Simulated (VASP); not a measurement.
```yaml
crystal:
  lattice:
    - [0.00000, 2.40121, 2.40121]
    - [2.40121, 0.00000, 2.40121]
    - [2.40121, 2.40121, 0.00000]
  atoms:
    - { symbol: Na, position: [0.00000, 0.00000, 0.00000] }
    - { symbol: H, position: [0.50000, 0.50000, 0.50000] }
```

The numbers are results of SCAN meta-GGA, VASP's PBE PAW potentials (set 64) (plane waves; VASP), not measurements. Run with 520 eV cut-off, 10×10×10 Γ-centred mesh, Gaussian smearing of 0.050 eV, potentials Na_pv H.

Problem. Estimate the energy per atom (σ→0).

Solution. 
- energy per atom (σ→0): -4.131 eV/atom

Total energies compare only between runs with the same potentials, cut-off and functional.

The compound is NaH in the rock salt structure. This cell is one point of a volume scan, at 1.03 of the reference volume.
